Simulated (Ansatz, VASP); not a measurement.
**CaH2S2: VASP beside Ansatz**

Wanted: the spread between two codes on one cell, functional and k mesh. The cell is generated by rule, not measured, and may not be a known phase. Of the first pair: The cell is taken from a series of runs on this material, whose earlier steps may have relaxed, scaled, displaced or heated it; both programs get it as it stands.

Calculated with Ansatz 0.2.0; plane waves, with VASP 6.6.1 beside it; relaxation of cell and atoms at PBEsol.

## 1. Starting point

Symmetry: P-3m1, No. 164, trigonal system. Conventional cell: a = 4.309 Å, b = 4.309 Å, c = 5.758 Å, α = 90.00°, β = 90.00°, γ = 120.00°. Nearest to Ca lie 6 S at 2.81 Å. Nearest to H lie 1 S at 1.36 Å. S has 1 H at 1.36 Å and 3 Ca at 2.81 Å nearest. Farther neighbours and most contacts between anions are not listed.

## 2. Ansatz: relaxation of cell and atoms, PBEsol, pair 1

Ansatz runs on its default PAW (the set named soft_2) files.

The relaxed volume is the usual yardstick between codes: in a stiff, nearly cubic crystal its relative difference is about their pressure difference at one cell divided by the bulk modulus.

Contents of input.yaml:

```yaml
crystal:
  lattice:
    - [4.3093934003, 0.0, 0.0]
    - [-2.1546967001, 3.7320441596, 0.0]
    - [0.0, 0.0, 5.7580158207]
  atoms:
    - { symbol: Ca, position: [0.0, 0.0, 0.0] }
    - { symbol: H, position: [0.3333333333, 0.6666666667, 0.5355647611] }
    - { symbol: H, position: [0.6666666667, 0.3333333333, 0.4644352389] }
    - { symbol: S, position: [0.3333333333, 0.6666666667, 0.7715826702] }
    - { symbol: S, position: [0.6666666667, 0.3333333333, 0.2284173298] }
kpoints:
  mp_grid: { grid: [6, 6, 4] }
hamiltonian:
  xc: pbesol
scf:
  occupations: { method: gaussian, width: 0.02 }
output:
  forces: true
  stress: true
  eigenvalues: true
  write_density: true
  write_potential: true
  elf: true
  volumetric_format: npy
relax:
  adjacent_minimum: "off"
  f_tol: 0.005
  max_steps: 80
  cell: { stress_tol: 0.05 }
```

On the command line:

```console
ansatz run input.yaml --threads 8 --pin off --max-ram 14336MiB --backend cpu --events-out ev --progress --plain --runs-dir out
```

Numbers of over 12 decimals in the logs are rounded to 6 here.

What it wrote:

```text
Engine: ansatz 0.2.0, aarch64-unknown-linux-gnu
Pseudopotentials: kind: paw
Pseudopotential: Ca, paw, valence charge 10, recommended cutoff 420 eV (normal), Ca.paw.azcp
Pseudopotential: H, paw, valence charge 1, recommended cutoff 420 eV (normal), H.paw.azcp
Pseudopotential: S, paw, valence charge 6, recommended cutoff 420 eV (normal), S.paw.azcp
Functional definition: PBEsol
  exchange = pbesol_x
  correlation = pbesol_c
Crystal: 5 atoms, lattice volume = 92.605 Å³
Basis set: ecut = 420 eV, 1813 PW (Γ), exchange–correlation on 60×60×80 points (8 copies of the dense FFT grid, shifted against one another)
Bands: 17, of which v1, the nominal top of the filled ones, is band 12 counted from 1 (11 counted from 0)
Symmetry: 12 space group operations
Space group: P-3m1 (ITA 164), of the structure as read, at distance tolerance 4.5e-5 Å
k-points: 24 of 144
Non-local potential: Ca, projectors of the file, l = 0: 3, l = 1: 2, l = 2: 2
Non-local potential: H, projectors of the file, l = 0: 2, l = 1: 1
Non-local potential: S, projectors of the file, l = 0: 2, l = 1: 2, l = 2: 2
PAW form: soft (Blöchl's): semilocal exchange-correlation on the pseudo side does not see the compensation charge
PAW frozen core: Ca, regenerated for the run's functional, and the local potential with it (the file was generated under x = pbe(κ = 0.804, μ = 0.219515), c = pbe(β = 0.066725))
PAW frozen core: S, regenerated for the run's functional, and the local potential with it (the file was generated under x = pbe(κ = 0.804, μ = 0.219515), c = pbe(β = 0.066725))
PAW one-centre angular grid: Ca, 110 points (default); XC on 64 Gauss nodes
PAW one-centre angular grid: H, 110 points (default); XC on 64 Gauss nodes
PAW one-centre angular grid: S, 110 points (default); XC on 64 Gauss nodes
Initial density: superposition of atomic densities (neutral atoms: chi_scale 0, normalization atom), corrected by the library's trained network
Initial wavefunctions: pseudopotential atomic-orbital guess
Functional: x = pbesol(κ = 0.804, μ = 0.123457), c = pbesol(β = 0.046)
SCF iter   1: F=—  HF=-3599.407612 eV  |F-HF|=—  |Δ(HF+E_count)|=         —  Δρ=4.74e-3  dr2=2.40e-2  ethr=1.77e-3  ⟨swp⟩=8.5  Hψ=2847  notcnv=0
preconditioner: auto → Resta (q_TF=auto, 2.178 Å⁻¹)  ε∞=3.5  [insulator: Δε(μ)=3.124 eV  Ē_g=9.698 eV  σ=0.020 eV  W_gap=1.00  n_scr=20 (ndim 8)  ℏωp=15.4 eV  f_vac=0.036  D(μ)=0.00/eV (n_scr^D=0)  ε∞_Penn≈3.5]
SCF iter   2: F=—  HF=-3599.402572 eV  |F-HF|=—  |Δ(HF+E_count)|=   5.04e-3  Δρ=2.29e-3  dr2=5.17e-3  ethr=9.99e-5  ⟨swp⟩=2.9  Hψ=859  notcnv=0  defer=21
SCF iter   3: F=—  HF=-3599.401961 eV  |F-HF|=—  |Δ(HF+E_count)|=   6.11e-4  Δρ=3.72e-4  dr2=1.85e-4  ethr=2.16e-5  ⟨swp⟩=2.0  Hψ=624  notcnv=0  defer=24
SCF iter   4: F=—  HF=-3599.402030 eV  |F-HF|=—  |Δ(HF+E_count)|=   6.90e-5  Δρ=1.27e-4  dr2=2.23e-5  ethr=7.69e-7  ⟨swp⟩=2.4  Hψ=519  notcnv=0  defer=24
SCF iter   5: F=—  HF=-3599.402035 eV  |F-HF|=—  |Δ(HF+E_count)|=   5.11e-6  Δρ=3.45e-5  dr2=1.65e-6  ethr=9.27e-8  ⟨swp⟩=2.0  Hψ=559  notcnv=0  defer=24
SCF iter   6: F=-3599.402039 eV  HF=-3599.402038 eV  |F-HF|=2.28e-7  |Δ(HF+E_count)|=   2.86e-6  Δρ=7.51e-6  dr2=6.51e-8  ethr=4.17e-10  ⟨swp⟩=11.2  Hψ=3129  notcnv=0
SCF 1 converged in 6 iterations: F = -3599.402039 eV  dr2 = 6.51e-8
  greatest PAW one-centre occupation: 0.995 electrons in one spin orbital (limit 2), on the Ca atom at site 0 (counted from 0), in its partial waves of l = 0
relax step   1: F+E_penalty+E_count = -3599.40203851 eV  Δ(F+E_penalty+E_count) = +0.000e0 eV  max|allowed force component| = 2.772e-2 eV/Å  Δτ_max = 0.0000 Å  P = +0.234 GPa  Ω = 92.605 Å³  (6 SCF iters, dr2 threshold 1.00e-7 eV, accepted)
[...]
relax step   2: F+E_penalty+E_count = -3599.40235408 eV  Δ(F+E_penalty+E_count) = -3.156e-4 eV  max|allowed force component| = 1.376e-2 eV/Å  Δτ_max = 0.0077 Å  P = -0.095 GPa  Ω = 93.678 Å³  energy of the carried Pulay correction = -2.759e-4 eV  (5 SCF iters, dr2 threshold 2.02e-7 eV, accepted)
[...]
relax step   3: F+E_penalty+E_count = -3599.40216825 eV  Δ(F+E_penalty+E_count) = +1.858e-4 eV  max|allowed force component| = 3.175e-2 eV/Å  Δτ_max = 0.0131 Å  P = +0.027 GPa  Ω = 93.870 Å³  energy of the carried Pulay correction = -3.249e-4 eV  (5 SCF iters, dr2 threshold 2.47e-8 eV, rejected (line search))
[...]
relax step   4: F+E_penalty+E_count = -3599.40248062 eV  Δ(F+E_penalty+E_count) = -1.265e-4 eV  max|allowed force component| = 2.484e-3 eV/Å  Δτ_max = 0.0044 Å  P = -0.003 GPa  Ω = 93.611 Å³  energy of the carried Pulay correction = -2.587e-4 eV  (7 SCF iters, accepted)
[...]
relax step   5: F+E_penalty+E_count = -3599.40273526 eV  Δ(F+E_penalty+E_count) = -2.546e-4 eV  max|allowed force component| = 2.667e-3 eV/Å  Δτ_max = 0.0000 Å  P = -0.001 GPa  Ω = 93.611 Å³  stress off target by 1.70e-3 GPa  SCF on the basis re-selected at this cell (its energy is not comparable with the rows above)  (4 SCF iters)
basis re-selected at this cell: Δ(F+E_penalty+E_count) = -2.546e-4 eV, ΔP = +0.002 GPa vs the last step (what re-selecting the basis moved, of the pressure what is left beyond the Pulay correction that the steps carried, after the strain that the cell walked since its last selection, with what the two solves' SCF thresholds leave and, on support functions, any second-order correction that the steps lacked; it is no m [...]
SCF converged after 4 iterations
Free energy (F): -3599.402735 eV
Harris-Foulkes:  -3599.402735 eV  (|F-HF|=4.77e-11)
Internal energy: -3599.402735 eV  (E = F + TS)
E sigma→0 (E₀):  -3599.402735 eV
Fermi energy:    4.293091 eV
--- Per-component energies (eV) ---
  E_band       = -207.136109
  E_kinetic    = 518.149205
  E_local      = -1265.957652  (includes V_loc(G=0)·N_el)
  E_nonlocal   = 124.575026
  E_hartree    = 430.030593
  E_xc         = -345.683634
  E_vxc        = -367.898257  (∫ρ·V_xc dr)
  E_paw        = -2006.232698  (= ΣΔE_a)
  E_vpaw       = -76.063421  (= ΣTr[D̂ρ^β])
  E_aug_tail   = -0.002227  (compensation charges beyond the density's cutoff)
  E_ewald      = -1054.524041
  E_core_change = 0.242693  (= ΣΔE_core)
  E_smearing   = -0.000000  (= −TS)
  E_closure    = -0.000000  (closes the sum)
  Σ components = -3599.402735   (vs F -3599.402735, Δ=0.00e0)
--- Forces (eV/Å), atoms counted from 1 ---
  atom   1  Ca    -0.00000000     0.00000000     0.00000000
  atom   2  H     -0.00000000    -0.00000000     0.00255025
  atom   3  H      0.00000000     0.00000000    -0.00255025
  atom   4  S     -0.00000000     0.00000000    -0.00266722
  atom   5  S      0.00000000    -0.00000000     0.00266722
  max |Σ_I F_I| component: 3.61e-20 eV/Å
--- Stress (GPa, compression-positive) ---
       -0.001701      -0.000000      -0.000000
       -0.000000      -0.001701       0.000000
       -0.000000       0.000000       0.000313
  P = ⅓ Tr σ = -0.0010 GPa (-0.010 kbar)
--- Band table (eV; the first three rows and the last of 24) ---
  k-point 0: bands = [... 8 lower, 1.3889, 1.3889, 2.6834, 2.6834, 6.4030, 6.5220, 7.3108, 7.7022, ... 1 higher]
  k-point 1: bands = [... 8 lower, 1.4555, 1.4555, 2.5769, 2.5769, 6.3329, 7.0771, 7.6048, 7.6048, ... 1 higher]
  k-point 2: bands = [... 8 lower, 1.5357, 1.5357, 2.4579, 2.4579, 6.3974, 7.5125, 7.5125, 7.5909, ... 1 higher]
  k-point 23: bands = [... 8 lower, 0.9890, 1.5678, 1.5722, 1.5722, 7.5775, 7.5775, 8.0779, 8.8403, ... 1 higher]
--- Relaxed structure (4 steps of the walk, 3 accepted, 1 SCFs on fresh bases) ---
  F+E_penalty+E_count = -3599.40273526 eV   max|allowed force component| = 2.667e-3 eV/Å   (the final SCF, on the basis selected at the relaxed cell)
  cell:  # Å, volume = 93.6109 Å³
    - [4.324505, -2.8968589507562742e-11, 5.832107228764077e-19]
    - [-2.162253, 3.745131, -1.16642144573929e-18]
    - [7.792596908961359e-19, -1.3497173769225461e-18, 5.779938]
  atoms:
    - { symbol: Ca, position: [0, 0, 0] }
    - { symbol: H, position: [0.333333, 0.666667, 0.537669] }
    - { symbol: H, position: [0.666667, 0.333333, 0.462331] }
    - { symbol: S, position: [0.333333, 0.666667, 0.772706] }
    - { symbol: S, position: [0.666667, 0.333333, 0.227294] }
```

## 3. VASP: relaxation of cell and atoms, PBEsol, pair 1

The same cell, functional, mesh and smearing now go to VASP, with its own data sets.

Lines of VASP's logs that name or quote its potential files are left out, and so is its time.

Contents of INCAR:

```
SYSTEM = CaH2S2
PREC = Accurate
ENCUT = 500
EDIFF = 1E-07
NELM = 120
ISMEAR = 0
SIGMA = 0.02
LREAL = .FALSE.
ALGO = Normal
GGA = PS
NBANDS = 18
LORBIT = 11
LWAVE = .FALSE.
LCHARG = .FALSE.
ISIF = 3
IBRION = 2
NSW = 80
EDIFFG = -0.005
LASPH = .TRUE.
GGA_COMPAT = .FALSE.
NELMIN = 4
EFERMI = MIDGAP
KPAR = 2
```

Contents of POSCAR:

```
CaH2S2
1.0
    4.3093930000      0.0000000000      0.0000000000
   -2.1546970000      3.7320440000      0.0000000000
    0.0000000000      0.0000000000      5.7580160000
Ca H S
1 2 2
Direct
    0.0000000000      0.0000000000      0.0000000000
    0.3333333660      0.6666665774      0.5355646806
    0.6666668660      0.3333334226      0.4644351457
    0.3333333660      0.6666665774      0.7715826076
    0.6666668660      0.3333334226      0.2284173924
```

Contents of KPOINTS:

```
Automatic mesh
0
Gamma
6 6 4
0 0 0
```

The projector-augmented-wave data sets are Ca_sv, H and S (PBE family, release 64).

On the command line:

```console
mpirun -np 2 vasp_std
```

What it wrote:

```text
[banner, memory and clock lines left out]
running    2 mpi-ranks, on    1 nodes
 distrk:  each k-point on    1 cores,    2 groups
 distr:  one band on    1 cores,    1 groups

 POSCAR found type information on POSCAR CaH S
 POSCAR found :  3 types and       5 ions
|                                                                             |
|               ----> ADVICE to this user running VASP <----                  |
|                                                                             |
|     You enforced a specific xc type in the INCAR file but a different       |
|     [... a line on the potential file left out ...]
|     I HOPE YOU KNOW WHAT YOU ARE DOING!                                     |
|                                                                             |

 LDA part: xc-table for (Slater+PW92), standard interpolation
 POSCAR, INCAR and KPOINTS ok, starting setup
 FFT: planning ... GRIDC
 FFT: planning ... GRID_SOFT
 FFT: planning ... GRID
 WAVECAR not read
 entering main loop
       N       E                     dE             d eps       ncg     rms          rms(c)
DAV:   1     0.161556789571E+03    0.16156E+03   -0.10802E+04   864   0.116E+03
DAV:   2    -0.130976313364E+02   -0.17465E+03   -0.17092E+03  1130   0.268E+02
DAV:   3    -0.221724370972E+02   -0.90748E+01   -0.90533E+01  1134   0.616E+01
DAV:   4    -0.227169221177E+02   -0.54449E+00   -0.54430E+00  1622   0.110E+01
DAV:   5    -0.227207169085E+02   -0.37948E-02   -0.37944E-02  1186   0.103E+00    0.925E+00
DAV:   6    -0.221807989090E+02    0.53992E+00   -0.91870E-01   942   0.392E+00    0.641E+00
DAV:   7    -0.220675818086E+02    0.11322E+00   -0.47782E-01  1100   0.336E+00    0.177E+00
DAV:   8    -0.220662919236E+02    0.12899E-02   -0.42014E-02  1182   0.108E+00    0.176E-01
DAV:   9    -0.220674337760E+02   -0.11419E-02   -0.24023E-03  1156   0.355E-01    0.991E-02
DAV:  10    -0.220678675251E+02   -0.43375E-03   -0.30429E-04  1228   0.979E-02    0.439E-02
DAV:  11    -0.220680795140E+02   -0.21199E-03   -0.21443E-04  1078   0.744E-02    0.124E-02
DAV:  12    -0.220680866617E+02   -0.71477E-05   -0.93287E-06  1254   0.153E-02    0.839E-03
DAV:  13    -0.220680909287E+02   -0.42669E-05   -0.99755E-06   986   0.151E-02    0.369E-03
DAV:  14    -0.220680908443E+02    0.84342E-07   -0.46872E-07  1198   0.383E-03
   1 F= -.22068091E+02 E0= -.22068091E+02  d E =-.220681E+02
[... from here on, the cycles between the ionic steps are left out ...]
   2 F= -.22067999E+02 E0= -.22067999E+02  d E =0.915903E-04
   3 F= -.22068627E+02 E0= -.22068627E+02  d E =-.535796E-03
   4 F= -.22069004E+02 E0= -.22069004E+02  d E =-.377587E-03
   5 F= -.22069008E+02 E0= -.22069008E+02  d E =-.381574E-03
   6 F= -.22069008E+02 E0= -.22069008E+02  d E =-.381531E-03
   7 F= -.22069022E+02 E0= -.22069022E+02  d E =-.134637E-04
   8 F= -.22069049E+02 E0= -.22069049E+02  d E =-.408373E-04
   9 F= -.22069046E+02 E0= -.22069046E+02  d E =-.378643E-04
  10 F= -.22069057E+02 E0= -.22069057E+02  d E =-.489719E-04
  11 F= -.22069047E+02 E0= -.22069047E+02  d E =0.981144E-05
 trial-energy change:    0.000010  1 .order    0.000010   -0.000017    0.000036
 step:   0.4075(harm=  0.4075)  dis= 0.00029  next Energy=   -22.069060 (dE=-0.265E-05)
 bond charge predicted
       N       E                     dE             d eps       ncg     rms          rms(c)
DAV:   1    -0.220690649946E+02   -0.17631E-04   -0.10217E-03   892   0.201E-01    0.337E-02
DAV:   2    -0.220690616176E+02    0.33770E-05   -0.67290E-05  1142   0.558E-02    0.114E-02
DAV:   3    -0.220690591583E+02    0.24593E-05   -0.60459E-06  1212   0.184E-02    0.489E-03
DAV:   4    -0.220690592081E+02   -0.49786E-07   -0.18987E-06  1440   0.765E-03    0.160E-03
DAV:   5    -0.220690593800E+02   -0.17198E-06   -0.49099E-08   620   0.146E-03    0.113E-03
DAV:   6    -0.220690596965E+02   -0.31645E-06   -0.16911E-07  1014   0.134E-03    0.612E-04
DAV:   7    -0.220690597334E+02   -0.36920E-07   -0.12149E-08   474   0.794E-04
  12 F= -.22069060E+02 E0= -.22069060E+02  d E =-.258960E-05
 curvature:  -0.39 expect dE=-0.120E-05 dE for cont linesearch -0.827E-11
 trial: gam= 0.22966 g(F)=  0.240E-05 g(S)=  0.700E-06 ort = 0.230E-07 (trialstep = 0.111E+01)
 search vector abs. value=  0.441E-05
 reached required accuracy - stopping structural energy minimisation
```

Parts of OUTCAR (step 3):

```text
ion  position               nearest neighbor table
   1  0.000  0.000  0.000-   5 2.81   4 2.81   4 2.81   5 2.81   4 2.81   5 2.81
   2  0.333  0.667  0.536-   4 1.36
   3  0.667  0.333  0.464-   5 1.36
   4  0.333  0.667  0.772-   2 1.36   1 2.81   1 2.81   1 2.81
   5  0.667  0.333  0.228-   3 1.36   1 2.81   1 2.81   1 2.81

  LATTYP: Found a hexagonal cell.
 ALAT       =     4.3093930000
 C/A-ratio  =     1.3361547670

 Subroutine GETGRP returns: Found 12 space group operations
 (whereof 12 operations were pure point group operations)

The static configuration has the point symmetry D_3d.

 Found     24 irreducible k-points:

   k-points           NKPTS =     24   k-points in BZ     NKDIM =     24   number of bands    NBANDS=     18

   dimension x,y,z NGX =    32 NGY =   32 NGZ =   42
   dimension x,y,z NGXF=    64 NGYF=   64 NGZF=   84

   ENCUT  =  500.0 eV  36.75 Ry    6.06 a.u.   7.86  7.86 10.50*2*pi/ulx,y,z

   NELECT =      24.0000    total number of electrons

 k-points in reciprocal lattice and weights: Automatic mesh
   0.00000000  0.00000000  0.00000000       0.007
   0.16666667  0.00000000  0.00000000       0.042
   0.33333333  0.00000000  0.00000000       0.042
   0.50000000  0.00000000  0.00000000       0.021
   0.16666667  0.16666667  0.00000000       0.042
   0.33333333  0.16666667  0.00000000       0.083
   0.33333333  0.33333333  0.00000000       0.014
   0.00000000  0.00000000  0.25000000       0.014
   0.16666667  0.00000000  0.25000000       0.042
[...]
0.33333333  0.16666667  0.50000000       0.083
   0.33333333  0.33333333  0.50000000       0.014

 average (electrostatic) potential at core
       1 -46.9942       2 -35.9109       3 -35.9109       4 -89.1229       5 -89.1229

 E-fermi :   2.3950

 k-point     1 :       0.0000    0.0000    0.0000
  band No.  band energies     occupation
    ...
      8      -2.2978      2.00000
      9      -0.5124      2.00000
     10      -0.5124      2.00000
     11       0.7885      2.00000
     12       0.7885      2.00000
     13       4.5136      0.00000
     14       4.6487      0.00000
     15       5.4320      0.00000
     16       5.8090      0.00000
     17       5.8090      0.00000
    ...

 k-point     2 :       0.1667    0.0000    0.0000
  band No.  band energies     occupation
    ...
      8      -2.4754      2.00000
      9      -0.6170      2.00000
     10      -0.4785      2.00000
     11       0.1438      2.00000
     12       0.6383      2.00000
     13       4.5470      0.00000
     14       5.2782      0.00000
     15       5.4350      0.00000
     16       6.0573      0.00000
     17       6.3902      0.00000
    ...

 k-point     3 :       0.3333    0.0000    0.0000
  band No.  band energies     occupation
    ...
      8      -2.8738      2.00000
      9      -1.1581      2.00000
     10      -0.4017      2.00000
     11      -0.3972      2.00000
     12       0.3519      2.00000
     13       4.2515      0.00000
     14       5.6284      0.00000
     15       6.1510      0.00000
     16       6.5030      0.00000
     17       7.5328      0.00000
    ...

  Total       -0.0043794     -0.0043794      0.0058451      0.0000000      0.0000000      0.0000000
  in kB       -0.0751700     -0.0751700      0.1003262      0.0000000      0.0000000      0.0000000
  external PRESSURE =      -0.0166713 kB  Pullay stress =       0.0000000 kB

  energy-cutoff  :      500.00
  volume of cell :       93.34
      direct lattice vectors                 reciprocal lattice vectors
     4.325884090 -0.000000002 -0.000000000     0.231166619  0.133464134  0.000000000
    -2.162942549  3.746325706  0.000000000     0.000000000  0.266928206 -0.000000000
    -0.000000000  0.000000000  5.759761789     0.000000000 -0.000000000  0.173618291

 POSITION                                       TOTAL-FORCE (eV/Angst)
 -----------------------------------------------------------------------------------
     -0.00000      0.00000      0.00000         0.000000     -0.000000      0.000000
     -0.00000      2.49755      3.08764        -0.000000     -0.000000      0.004941
      2.16294      1.24878      2.67212         0.000000      0.000000     -0.004941
     -0.00000      2.49755      4.44382         0.000000      0.000000     -0.000655
      2.16294      1.24878      1.31595        -0.000000     -0.000000      0.000655
 -----------------------------------------------------------------------------------
    total drift:                               -0.000632     -0.000000     -0.000003

  FREE ENERGIE OF THE ION-ELECTRON SYSTEM (eV)
  ---------------------------------------------------
  free  energy   TOTEN  =       -22.0690597334 eV

  energy  without entropy=      -22.0690597334  energy(sigma->0) =      -22.06905973

 reached required accuracy - stopping structural energy minimisation

 total charge
# of ion       s       p       d       tot
------------------------------------------
    1        2.034   5.857   0.232   8.123
    2        0.532   0.038   0.000   0.570
    3        0.532   0.038   0.000   0.570
    4        1.309   2.475   0.000   3.784
    5        1.309   2.475   0.000   3.784
--------------------------------------------------
tot          5.718  10.881   0.232  16.830

[... 3 further parts left out ...]
```

CONTCAR:

```
CaH2S2
   1.00000000000000
     4.3258840899964390   -0.0000000022160967   -0.0000000000000000
    -2.1629425488308045    3.7463257061334811    0.0000000000000000
    -0.0000000000000000    0.0000000000000000    5.7597617888439636
  Ca              H               S
     1     2     2
Direct
     0.0000000000000000    0.0000000000000000    0.0000000000000000
     0.3333333659999980    0.6666665774000009    0.5360700597570549
     0.6666668659999999    0.3333334225999991    0.4639297665429432
     0.3333333659999980    0.6666665774000009    0.7715275708057850
     0.6666668659999999    0.3333334225999991    0.2284724291942150
```

The run keeps the 12 symmetry operations of its start, so it cannot find a distortion of lower symmetry.

[end of part 1 of 2]

[Lines on the potential files, build, host, timing and source positions are cut from VASP's logs without a mark.]

[Logs are printed without paths, hosts, clocks, repeated set-up lines and the standing remarks that a program may print on its own settings, such as how far it seeks lower states.]

[Hosts, paths, dates, database ids (printed as entryN), source tags and the programs' standing remarks are cut or masked in the printed files.]
